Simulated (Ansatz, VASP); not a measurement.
# Cross-check of TaAs between VASP and Ansatz

One calculation is typed for both programs; each brings its own data sets and cutoff. How far apart do they land?

Program: Ansatz 0.2.0. Level of theory: plane waves, with VASP 6.6.1 beside it; single point at PBE. Results are calculated unless marked as measured.

## (1) The structure

The structure is tetragonal, space group I4_1md (No. 109). The conventional cell has a = 3.444 Å, b = 3.444 Å, c = 11.736 Å, α = 90.00°, β = 90.00°, γ = 90.00°. Ta has 6 As at 2.61 to 2.62 Å nearest. As has 6 Ta at 2.61 to 2.62 Å nearest. Farther neighbours are not listed.

## (2) VASP: single point, PBE

With cell and atoms fixed, the geometry can't cause a difference; cores, projectors, grids and the points listed under the comparison can.

Lines of VASP's logs that name or quote its potential files are left out, and so is its time.

INCAR reads:

```
SYSTEM = TaAs
PREC = Accurate
ENCUT = 400
EDIFF = 1E-06
NELM = 100
ISMEAR = -1
SIGMA = 0.05
LREAL = .FALSE.
ALGO = Normal
GGA = PE
LORBIT = 11
LWAVE = .FALSE.
LCHARG = .FALSE.
KPAR = 2
ISIF = 2
```

POSCAR reads:

```
TaAs
1.0
   -1.7218133622      1.7218133622      5.8679415361
    1.7218133622     -1.7218133622      5.8679415361
    1.7218133622      1.7218133622     -5.8679415361
Ta As
2 2
Direct
    0.4999673000      0.4999673000      0.0000000000
    0.2499673000      0.7499673000      0.5000000000
    0.0826321200      0.0826321200      0.0000000000
    0.8326321200      0.3326321200      0.5000000000
```

KPOINTS reads:

```
Automatic mesh
0
Gamma
11 11 11
0 0 0
```

The projector-augmented-wave data sets are Ta_pv and As (PBE family, release 64).

Command:

```sh
> mpirun -np 2 vasp_std
```

Numbers of over 12 decimals in the logs are rounded to 6 here.

Log:

```text
[banner, memory and clock lines left out]
running    2 mpi-ranks, on    1 nodes
 distrk:  each k-point on    1 cores,    2 groups
 distr:  one band on    1 cores,    1 groups

 POSCAR found type information on POSCAR TaAs
 POSCAR found :  2 types and       4 ions
 LDA part: xc-table for (Slater+PW92), standard interpolation
 POSCAR, INCAR and KPOINTS ok, starting setup
 FFT: planning ... GRIDC
 FFT: planning ... GRID_SOFT
 FFT: planning ... GRID
 WAVECAR not read
 entering main loop
       N       E                     dE             d eps       ncg     rms          rms(c)
DAV:   1     0.209347741668E+03    0.20935E+03   -0.14687E+04  5072   0.126E+03
DAV:   2    -0.273903738281E+02   -0.23674E+03   -0.22955E+03  6024   0.351E+02
DAV:   3    -0.367284773725E+02   -0.93381E+01   -0.91005E+01  6488   0.613E+01
DAV:   4    -0.368941476513E+02   -0.16567E+00   -0.16405E+00  6360   0.738E+00
DAV:   5    -0.368985477847E+02   -0.44001E-02   -0.43894E-02  6356   0.916E-01    0.212E+01
DAV:   6    -0.352091028967E+02    0.16894E+01   -0.61380E+00  6272   0.153E+01    0.904E+00
DAV:   7    -0.351203864438E+02    0.88716E-01   -0.54056E-01  6896   0.485E+00    0.260E+00
DAV:   8    -0.351051341720E+02    0.15252E-01   -0.57980E-02  6556   0.116E+00    0.282E-01
DAV:   9    -0.351049012430E+02    0.23293E-03   -0.54246E-03  6508   0.404E-01    0.115E-01
DAV:  10    -0.351048693156E+02    0.31927E-04   -0.62326E-04  6320   0.203E-01    0.134E-02
DAV:  11    -0.351048679956E+02    0.13201E-05   -0.35110E-05  6868   0.356E-02    0.110E-02
DAV:  12    -0.351048637771E+02    0.42185E-05   -0.13806E-05  6620   0.259E-02    0.164E-03
DAV:  13    -0.351048637829E+02   -0.57689E-08   -0.46452E-07  3960   0.475E-03
   1 F= -.35104864E+02 E0= -.35102509E+02  d E =-.470974E-02
```

Parts of OUTCAR (step 2):

```text
ion  position               nearest neighbor table
   1  0.500  0.500  0.000-   4 2.61   4 2.61   3 2.62   3 2.62   3 2.62   3 2.62   2 3.40   2 3.40
                             2 3.40   2 3.40
   2  0.250  0.750  0.500-   3 2.61   3 2.61   4 2.62   4 2.62   4 2.62   4 2.62   1 3.40   1 3.40
                             1 3.40   1 3.40
   3  0.083  0.083  0.000-   2 2.61   2 2.61   1 2.62   1 2.62   1 2.62   1 2.62
   4  0.833  0.333  0.500-   1 2.61   1 2.61   2 2.62   2 2.62   2 2.62   2 2.62

  LATTYP: Found a body centered tetragonal cell.
 ALAT       =     3.4436267244
 C/A-ratio  =     3.4080009279

 Subroutine GETGRP returns: Found  8 space group operations
 (whereof  4 operations were pure point group operations)

The static configuration has the point symmetry C_2v.
 The point group associated with its full space group is C_4v.

 Found    126 irreducible k-points:

   k-points           NKPTS =    126   k-points in BZ     NKDIM =    126   number of bands    NBANDS=     20

   dimension x,y,z NGX =    42 NGY =   42 NGZ =   42
   dimension x,y,z NGXF=    84 NGYF=   84 NGZF=   84

   ENCUT  =  400.0 eV  29.40 Ry    5.42 a.u.  10.36 10.36 10.36*2*pi/ulx,y,z

   NELECT =      32.0000    total number of electrons

 k-points in reciprocal lattice and weights: Automatic mesh
   0.00000000  0.00000000  0.00000000       0.001
   0.09090909  0.00000000 -0.00000000       0.006
   0.18181818  0.00000000  0.00000000       0.006
   0.27272727  0.00000000  0.00000000       0.006
   0.36363636  0.00000000  0.00000000       0.006
   0.45454545  0.00000000  0.00000000       0.006
   0.09090909  0.09090909 -0.00000000       0.006
   0.18181818  0.09090909  0.00000000       0.012
   0.27272727  0.09090909  0.00000000       0.012
[...]
-0.45454545  0.45454545  0.45454545       0.003
  -0.45454545 -0.45454545  0.45454545       0.002

 average (electrostatic) potential at core
       1 -36.3170       2 -36.3170       3 -47.8117       4 -47.8117

 E-fermi :   6.9747

 k-point     1 :       0.0000    0.0000    0.0000
  band No.  band energies     occupation
    ...
     12       4.5090      2.00000
     13       4.6253      2.00000
     14       5.0240      2.00000
     15       5.3466      2.00000
     16       5.3466      2.00000
     17       7.8965      0.00000
     18       8.5559      0.00000
     19       9.3031      0.00000
     20      10.0776      0.00000

 k-point     2 :       0.0909    0.0000   -0.0000
  band No.  band energies     occupation
    ...
     12       4.4264      2.00000
     13       4.7004      2.00000
     14       4.9199      2.00000
     15       5.3127      2.00000
     16       5.5479      2.00000
     17       7.7367      0.00000
     18       8.3626      0.00000
     19       9.3097      0.00000
     20       9.6732      0.00000

 k-point     3 :       0.1818    0.0000    0.0000
  band No.  band energies     occupation
    ...
     12       4.2245      2.00000
     13       4.8434      2.00000
     14       5.0876      2.00000
     15       5.1521      2.00000
     16       5.9239      2.00000
     17       7.4905      0.00007
     18       8.1324      0.00000
     19       8.7441      0.00000
     20       9.4311      0.00000

  Total        1.2799333      1.2799333      0.7955338      0.0000000      0.0000000      0.0000000
  in kB       29.4699917     29.4699917     18.3168727      0.0000000      0.0000000      0.0000000
  external PRESSURE =      25.7522854 kB  Pullay stress =       0.0000000 kB

  energy-cutoff  :      400.00
  volume of cell :       69.59
      direct lattice vectors                 reciprocal lattice vectors
    -1.721813362  1.721813362  5.867941536     0.000000000  0.290391520  0.085208756
     1.721813362 -1.721813362  5.867941536     0.290391520  0.000000000  0.085208756
     1.721813362  1.721813362 -5.867941536     0.290391520  0.290391520  0.000000000

 POSITION                                       TOTAL-FORCE (eV/Angst)
 -----------------------------------------------------------------------------------
      0.00000      0.00000      5.86756         0.000000     -0.000000      0.026770
      1.72181      0.00000      2.93359        -0.000000      0.000000      0.026770
      0.00000      0.00000      0.96976         0.000000      0.000000     -0.026770
      0.00000      1.72181      3.90373        -0.000000     -0.000000     -0.026770
 -----------------------------------------------------------------------------------
    total drift:                                0.000000      0.000000      0.000171

  FREE ENERGIE OF THE ION-ELECTRON SYSTEM (eV)
  ---------------------------------------------------
  free  energy   TOTEN  =       -35.1048637829 eV

  energy  without entropy=      -35.1001540401  energy(sigma->0) =      -35.10250891

 total charge
# of ion       s       p       d       tot
------------------------------------------
    1        0.277   6.160   2.393   8.830
    2        0.277   6.160   2.393   8.830
    3        1.188   1.676   0.083   2.947
    4        1.188   1.676   0.083   2.947
--------------------------------------------------
tot          2.931  15.673   4.951  23.556

[... 3 further parts left out ...]
```

At this level the cell is under a pressure of 2.6 GPa, so at these settings it is away from equilibrium.

## (3) Ansatz: single point, PBE

Ansatz runs on its default PAW (the set named soft_2) files.

The same cell, functional, mesh and smearing now go to Ansatz, which takes its cutoff from its data sets.

input.yaml reads:

```yaml
crystal:
  lattice:
    - [-1.7218133622, 1.7218133622, 5.8679415361]
    - [1.7218133622, -1.7218133622, 5.8679415361]
    - [1.7218133622, 1.7218133622, -5.8679415361]
  atoms:
    - { symbol: Ta, position: [0.4999673, 0.4999673, 0.0] }
    - { symbol: Ta, position: [0.2499673, 0.7499673, 0.5] }
    - { symbol: As, position: [0.08263212, 0.08263212, 0.0] }
    - { symbol: As, position: [0.83263212, 0.33263212, 0.5] }
hamiltonian:
  xc: pbe
  pseudopotentials: { kind: paw }
kpoints:
  mp_grid: { grid: [11, 11, 11] }
scf:
  occupations: { method: fermi_dirac, width: 0.05 }
  n_extra_bands: 5
output:
  forces: true
  stress: true
  eigenvalues: true
  write_density: true
  write_potential: true
  elf: true
  volumetric_format: npy
```

Command:

```sh
> ansatz run input.yaml --threads 2 --pin off --max-ram 4608MiB --backend cpu --events-out ev --progress --plain --runs-dir out
```

Log:

```text
basis.fft_grid_basis auto: the FFT boxes are laid along the combinations [[1, -1, 0], [0, 1, 0], [1, 0, 1]] of the cell's own vectors, 4.870, 6.353 and 3.444 Å long. The dense box has 36×45×24 points. Along the cell's own vectors, as sized, it would have 45×45×45, 2.34 times as many. Of the 8 symmetry operations that the crystal satisfies within crystal.symmetry.tolerance (time reversal apart; of a slab, those that k [...]
scf.n_extra_bands = 5 over 28 filled bands (N_el = 56.0): the run solves 33 bands
Engine: ansatz 0.2.0, aarch64-unknown-linux-gnu
Pseudopotentials: kind: paw
Pseudopotential: Ta, paw, valence charge 13, recommended cutoff 420 eV (normal), Ta.paw.azcp
Pseudopotential: As, paw, valence charge 15, recommended cutoff 420 eV (normal), As.paw.azcp
Functional definition: PBE
  parameter kappa = 0.804
  parameter beta = 0.066725
  exchange = pbe_x(kappa = kappa, mu = beta*pi^2/3)
  correlation = pbe_c(beta = beta)
Crystal: 4 atoms, lattice volume = 69.585 Å³
Basis set: ecut = 420 eV, 1371 PW (Γ), FFT grids on a1−a2, a2, a1+a3, exchange–correlation on 72×90×48 points (8 copies of the dense FFT grid, shifted against one another)
Bands: 33, of which v1, the nominal top of the filled ones, is band 28 counted from 1 (27 counted from 0)
Symmetry: 8 space group operations
Space group: I41md (ITA 109), of the structure as read, at distance tolerance 4.1e-5 Å
k-points: 126 of 1331 (time reversal used)
Non-local potential: Ta, projectors of the file, l = 0: 3, l = 1: 2, l = 2: 2, l = 3: 1
Non-local potential: As, projectors of the file, l = 0: 2, l = 1: 2, l = 2: 3, l = 3: 1
PAW form: soft (Blöchl's): semilocal exchange-correlation on the pseudo side does not see the compensation charge
PAW one-centre angular grid: Ta, 590 points (default); XC on 64 Gauss nodes
PAW one-centre angular grid: As, 590 points (default); XC on 64 Gauss nodes
Initial density: superposition of atomic densities (neutral atoms: chi_scale 0, normalization atom), corrected by the library's trained network
Initial wavefunctions: pseudopotential atomic-orbital guess
Functional: x = pbe(κ = 0.804, μ = 0.219515), c = pbe(β = 0.066725)
SCF iter   1: F=—  HF=-29578.951923 eV  |F-HF|=—  |Δ(HF+E_count)|=         —  Δρ=7.45e-3  dr2=3.40e-2  ethr=1.77e-3  ⟨swp⟩=6.0  Hψ=16611  notcnv=0
preconditioner: auto → Kerker (q_TF=auto, 2.631 Å⁻¹)  [metal: Δε(μ)=0.036 eV  Ē_g=7.278 eV  σ=0.050 eV  W_gap=0.17  n_scr=24 (ndim 8)  ℏωp=19.9 eV  f_vac=0.000  D(μ)=0.56/eV (n_scr^D=2)]
SCF iter   2: F=—  HF=-29578.948558 eV  |F-HF|=—  |Δ(HF+E_count)|=   3.36e-3  Δρ=4.13e-3  dr2=8.70e-3  ethr=6.07e-5  ⟨swp⟩=1.6  Hψ=5299  notcnv=0  defer=5
SCF iter   3: F=—  HF=-29578.948609 eV  |F-HF|=—  |Δ(HF+E_count)|=   5.09e-5  Δρ=9.48e-4  dr2=5.18e-4  ethr=1.55e-5  ⟨swp⟩=3.0  Hψ=7445  notcnv=0  defer=5
SCF iter   4: F=—  HF=-29578.948431 eV  |F-HF|=—  |Δ(HF+E_count)|=   1.78e-4  Δρ=3.62e-4  dr2=1.03e-4  ethr=9.24e-7  ⟨swp⟩=2.0  Hψ=7412  notcnv=0  defer=5
SCF iter   5: F=—  HF=-29578.948414 eV  |F-HF|=—  |Δ(HF+E_count)|=   1.63e-5  Δρ=8.14e-5  dr2=6.22e-6  ethr=1.83e-7  ⟨swp⟩=2.0  Hψ=5079  notcnv=0  defer=5
SCF iter   6: F=—  HF=-29578.948417 eV  |F-HF|=—  |Δ(HF+E_count)|=   2.68e-6  Δρ=1.68e-5  dr2=1.99e-7  ethr=1.11e-8  ⟨swp⟩=2.0  Hψ=5386  notcnv=0  defer=6
SCF iter   7: F=-29578.948417 eV  HF=-29578.948417 eV  |F-HF|=3.78e-9  |Δ(HF+E_count)|=   3.09e-8  Δρ=3.61e-6  dr2=8.41e-9  ethr=1.79e-10  ⟨swp⟩=9.0  Hψ=25774  notcnv=0
SCF 1 converged in 7 iterations: F = -29578.948417 eV  dr2 = 8.41e-9
  greatest PAW one-centre occupation: 0.999 electrons in one spin orbital (limit 2), on the As atom at site 2 (counted from 0), in its partial waves of l = 2
SCF converged after 7 iterations
Free energy (F): -29578.948417 eV
Harris-Foulkes:  -29578.948417 eV  (|F-HF|=3.78e-9)
Internal energy: -29578.943732 eV  (E = F + TS)
E sigma→0 (E₀):  -29578.946074 eV
Entropy (-TS):   -0.004685 eV (-1.171 meV/atom)
Fermi energy:    17.055191 eV
--- Per-component energies (eV) ---
  E_band       = -552.280485
  E_kinetic    = 943.584792
  E_local      = -4047.158590  (includes V_loc(G=0)·N_el)
  E_nonlocal   = -1311.153765
  E_hartree    = 2099.494318
  E_xc         = -598.322389
  E_vxc        = -570.898866  (∫ρ·V_xc dr)
  E_paw        = -20465.881876  (= ΣΔE_a)
  E_vpaw       = 234.358200  (= ΣTr[D̂ρ^β])
  E_aug_tail   = 0.000286  (compensation charges beyond the density's cutoff)
  E_ewald      = -6199.506507
  E_smearing   = -0.004685  (= −TS)
  E_closure    = 0.000000  (closes the sum)
  Σ components = -29578.948417   (vs F -29578.948417, Δ=0.00e0)
--- Forces (eV/Å), atoms counted from 1 ---
  atom   1  Ta    -0.00000000     0.00000000     0.02518472
  atom   2  Ta     0.00000000    -0.00000000     0.02518472
  atom   3  As    -0.00000000     0.00000000    -0.02518618
  atom   4  As     0.00000000     0.00000000    -0.02518618
  max |Σ_I F_I| component: 2.91e-6 eV/Å
--- Stress (GPa, compression-positive) ---
        2.472382       0.000000      -0.000000
        0.000000       2.472382      -0.000000
       -0.000000      -0.000000       1.462333
  P = ⅓ Tr σ = 2.1357 GPa (21.357 kbar)
--- Band table (eV; the first three rows and the last of 126) ---
  k-point 0: bands = [... 24 lower, 14.7081, 15.1055, 15.4183, 15.4183, 17.9813, 18.6423, 19.3838, 20.1495, ... 1 higher]
  k-point 1: bands = [... 24 lower, 14.3679, 14.9663, 15.5998, 15.7696, 17.6214, 18.1786, 19.6033, 19.7281, ... 1 higher]
  k-point 2: bands = [... 24 lower, 13.8369, 15.2345, 16.0552, 16.2222, 17.3238, 17.4548, 19.1660, 20.0264, ... 1 higher]
  k-point 125: bands = [... 24 lower, 14.2030, 14.6551, 15.7681, 16.3097, 17.9853, 18.7444, 19.0449, 19.3894, ... 1 higher]
```

It took 38 s on 2 threads of Arm Neoverse N1, shared host; peak memory 0.49 GiB.

Reading the cycles: dr2 is the Hartree energy of the density residual (eV), the measure of convergence; HF is the Harris–Foulkes estimate of the energy, which meets the free energy F at convergence.

The run ends at a pressure of 2.14 GPa, with forces up to 0.025 eV/Å.

## (4) Differences

Known differences besides the potentials themselves: the data sets hold 56 valence electrons in Ansatz (default PAW (the set named soft_2) files) and 32 in VASP; the cutoff is 420 eV in Ansatz and 400 eV in VASP; VASP leaves aspherical gradient terms in its spheres out (LASPH is not set), Ansatz keeps them. Total energies have different zeros and are not compared.

Compared:

```tsv
quantity	Ansatz	VASP	difference
pressure (GPa)	2.14	2.58	-0.44
```

## (5) Outcome

| Property | Result |
| --- | --- |
| difference in pressure (single point, PBE) | -0.44 GPa |

What this shows: The difference in pressure is -0.44 GPa (single point, PBE), within the 1 GPa picked in this series as the mark of a large difference. Such differences can come from data sets, numerical settings and the points named under the comparisons, not from the functional's error against experiment.

[Lines on the potential files, build, host, timing and source positions are cut from VASP's logs without a mark.]

[Logs are printed without paths, hosts, clocks, repeated set-up lines and the standing remarks that a program may print on its own settings, such as how far it seeks lower states.]

[Hosts, paths, dates, database ids (printed as entryN), source tags and the programs' standing remarks are cut or masked in the printed files.]
